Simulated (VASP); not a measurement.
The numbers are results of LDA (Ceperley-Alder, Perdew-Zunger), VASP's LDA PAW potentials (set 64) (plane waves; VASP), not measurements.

VASP ran on this input.

**KPOINTS**
```
k-points along high-symmetry lines
10
Line-mode
Reciprocal
  0.000000   0.000000   0.000000 ! GAMMA
  0.500000  -0.000000   0.000000 ! M

  0.500000  -0.000000   0.000000 ! M
  0.333333   0.333333   0.000000 ! K

  0.333333   0.333333   0.000000 ! K
  0.000000   0.000000   0.000000 ! GAMMA

  0.000000   0.000000   0.000000 ! GAMMA
  0.000000   0.000000   0.500000 ! A

  0.000000   0.000000   0.500000 ! A
  0.500000  -0.000000   0.500000 ! L

  0.500000  -0.000000   0.500000 ! L
  0.333333   0.333333   0.500000 ! H

  0.333333   0.333333   0.500000 ! H
  0.000000   0.000000   0.500000 ! A

  0.500000  -0.000000   0.500000 ! L
  0.500000  -0.000000   0.000000 ! M

  0.333333   0.333333   0.500000 ! H
  0.333333   0.333333   0.000000 ! K
```

### POSCAR
```
SnSe2
1
    1.9024231334    -3.2950937352    -0.0000000000
    1.9024231334     3.2950937352    -0.0000000000
    0.0000000000    -0.0000000000     5.9091606373
Sn Se
1 2
Direct
  0.0000000000   0.0000000000   0.0000000000
  0.3333330000   0.6666670000   0.2666409896
  0.6666670000   0.3333330000   0.7333590104
```

INCAR:
```
SYSTEM = SnSe2
PREC = Accurate; ENCUT = 520; LREAL = .False.
LASPH = .True.; ICHARG = 11
EDIFF = 1E-7; NELM = 100; ALGO = Normal
LMAXMIX = 4
ISMEAR = 0; SIGMA = 0.05
LWAVE = .False.; LCHARG = .False.; LORBIT = 11
```

POTCAR, in this order: Sn_d Se (LDA.64 set). Program: vasp_std. Read from the step before: CHGCAR.

What VASP printed:

OUTCAR:
```
 ion  position               nearest neighbor table
   1  0.000  0.000  0.000-   2 2.70   3 2.70   3 2.70   2 2.70   3 2.70   2 2.70
   2  0.333  0.667  0.267-   1 2.70   1 2.70   1 2.70
   3  0.667  0.333  0.733-   1 2.70   1 2.70   1 2.70
  LATTYP: Found a hexagonal cell.
 ALAT       =     3.8048464492
 C/A-ratio  =     1.5530615272
 Subroutine PRICEL returns:
 Original cell was already a primitive cell.
 Subroutine GETGRP returns: Found 12 space group operations
The static configuration has the point symmetry D_3d.
The dynamic configuration has the point symmetry D_3d.
 Subroutine INISYM returns: Found 12 space group operations
   k-points           NKPTS =     90   k-points in BZ     NKDIM =     90   number of bands    NBANDS=     17
   number of dos      NEDOS =    301   number of ions     NIONS =      3
   total plane-waves  NPLWV =  37632
   dimension x,y,z NGX =    28 NGY =   28 NGZ =   48
   dimension x,y,z NGXF=    56 NGYF=   56 NGZF=   96
   ions per type =               1   2
   PREC   = accura    normal or accurate (medium, high low for compatibility)
   ISTART =      0    job   : 0-new  1-cont  2-samecut
   ICHARG =     11    charge: 1-file 2-atom 10-const
   ISPIN  =      1    spin polarized calculation?
   LNONCOLLINEAR =      F non collinear calculations
   LSORBIT =      F    spin-orbit coupling
   INIWAV =      1    electr: 0-lowe 1-rand  2-diag
   ENCUT  =  520.0 eV  38.22 Ry    6.18 a.u.   7.07  7.07 10.99*2*pi/ulx,y,z
   NELM   =    100;   NELMIN=  2; NELMDL= -5     # of ELM steps
   EDIFF  = 0.1E-06   stopping-criterion for ELM
   LREAL  =      F    real-space projection
   NLSPLINE    = F    spline interpolate recip. space projectors
   LMAXMIX     =    4 max onsite mixed and CHGCAR
   VOSKOWN=      0    Vosko Wilk Nusair interpolation
   EDIFFG = 0.1E-05   stopping-criterion for IOM
   NSW    =      0    number of steps for IOM
   NBLOCK =      1;   KBLOCK =      1    inner block; outer block
   IBRION =     -1    ionic relax: 0-MD 1-quasi-New 2-CG
   NFREE  =      0    steps in history (QN), initial steepest desc. (CG)
   ISIF   =      2    stress and relaxation
   ISYM   =      2    0-nonsym 1-usesym 2-fastsym
   TEIN   =    0.0    initial temperature
   TEBEG  =    0.0;   TEEND  =   0.0 temperature during run
   SMASS  =  -3.00    Nose mass-parameter (am)
   PSTRESS=    0.0 pullay stress
   NELECT =      26.0000    total number of electrons
   EFERMI =   0.00;   METHOD = LEGACY
   ISMEAR =     0;   SIGMA  =   0.05  broadening in eV -4-tet -1-fermi 0-gaus
   IALGO  =     38    algorithm
   LDIAG  =      T    sub-space diagonalisation (order eigenvalues)
   IMIX   =      4    mixing-type and parameters
     AMIX     =   0.40;   BMIX     =  1.00
     AMIX_MAG =   1.60;   BMIX_MAG =  1.00
     AMIN     =   0.10
   GGA     = CA    functional components
   VOSKOWN =     0    Vosko Wilk Nusair interpolation
   LHFCALC =     F    Hartree Fock is set to
   LHFONE  =     F    Hartree Fock one center treatment
   AEXX    =    0.0000 exact exchange contribution
   IVDW    =     0    specifies the selected vdW correction
   LEPSILON=     F    determine dielectric tensor
   LRPA    =     F    only Hartree local field effects (RPA)
  energy-cutoff  :      520.00
  volume of cell :       74.09
      direct lattice vectors                 reciprocal lattice vectors
     1.902423133 -3.295093735  0.000000000     0.262822708 -0.151740752  0.000000000
     1.902423133  3.295093735  0.000000000     0.262822708  0.151740752  0.000000000
     0.000000000  0.000000000  5.909160637     0.000000000  0.000000000  0.169228772
 k-point     1 :   0.0000 0.0000 0.0000  plane waves:    1971
 k-point     2 :   0.0556 0.0000 0.0000  plane waves:    1953
 k-point     3 :   0.1111 0.0000 0.0000  plane waves:    1965
 k-point     4 :   0.1667 0.0000 0.0000  plane waves:    1978
 k-point     5 :   0.2222 0.0000 0.0000  plane waves:    1984
 k-point     6 :   0.2778 0.0000 0.0000  plane waves:    1988
 k-point     7 :   0.3333 0.0000 0.0000  plane waves:    1986
 k-point     8 :   0.3889 0.0000 0.0000  plane waves:    1980
...
```

File OSZICAR:
```
       N       E                     dE             d eps       ncg     rms          rms(c)
DAV:   1     0.194569284872E+03    0.19457E+03   -0.12638E+04  3087   0.178E+03
DAV:   2     0.832014707080E+01   -0.18625E+03   -0.18286E+03  3353   0.399E+02
DAV:   3    -0.119715771964E+02   -0.20292E+02   -0.19592E+02  3916   0.120E+02
DAV:   4    -0.126587696187E+02   -0.68719E+00   -0.68242E+00  3629   0.225E+01
DAV:   5    -0.126750037254E+02   -0.16234E-01   -0.16229E-01  4574   0.362E+00
DAV:   6    -0.126752321459E+02   -0.22842E-03   -0.22841E-03  3917   0.341E-01
DAV:   7    -0.126752390755E+02   -0.69297E-05   -0.69303E-05  4636   0.563E-02
DAV:   8    -0.126752391292E+02   -0.53679E-07   -0.52924E-07  3919   0.496E-03
   1 F= -.12675239E+02 E0= -.12675239E+02  d E =-.145535E-06
```

OUTCAR:
```
 val. band max:        4.8292387992   @ k =   0.0741   0.0741   0.0000

 cond. band min:       5.1185911550   @ k =   0.5000   0.0000   0.3333



 k-point     1 :       0.0000    0.0000    0.0000
  band No.  band energies     occupation
      1     -16.6046      2.00000
      2     -16.6046      2.00000
      3     -16.5631      2.00000
      4     -16.5500      2.00000
      5     -16.5500      2.00000
      6      -9.4641      2.00000
      7      -7.6080      2.00000
      8      -1.9420      2.00000
      9       3.9750      2.00000
     10       3.9750      2.00000
     11       4.1530      2.00000
     12       4.1530      2.00000
     13       4.6937      2.00000
     14       5.3839      0.00000
     15       7.5189      0.00000
     16       9.1835      0.00000
     17       9.1836      0.00000

 k-point     2 :       0.0556    0.0000    0.0000
  band No.  band energies     occupation
      1     -16.6060      2.00000
      2     -16.6033      2.00000
      3     -16.5621      2.00000
      4     -16.5508      2.00000
      5     -16.5498      2.00000
      6      -9.4331      2.00000
      7      -7.5882      2.00000
      8      -1.9271      2.00000
      9       3.4438      2.00000
     10       3.7504      2.00000
     11       3.9844      2.00000
     12       4.3133      2.00000
     13       4.7623      2.00000
     14       5.7768      0.00000
     15       7.7203      0.00000
     16       9.0365      0.00000
     17       9.2340      0.00000

 k-point     3 :       0.1111    0.0000    0.0000
  band No.  band energies     occupation
      1     -16.6102      2.00000
      2     -16.6000      2.00000
      3     -16.5596      2.00000
      4     -16.5529      2.00000
      5     -16.5493      2.00000
      6      -9.3407      2.00000
      7      -7.5311      2.00000
      8      -1.8882      2.00000
      9       2.6228      2.00000
     10       3.4219      2.00000
     11       3.4969      2.00000
     12       4.4598      2.00000
...
```

The density is held fixed in this step, so its total energy and stress have no physical meaning. Unless said otherwise, spin-orbit coupling is left out, though it shifts the bands of the heavy elements here.

The compound is SnSe2 in the 1T layered structure. It was relaxed first.
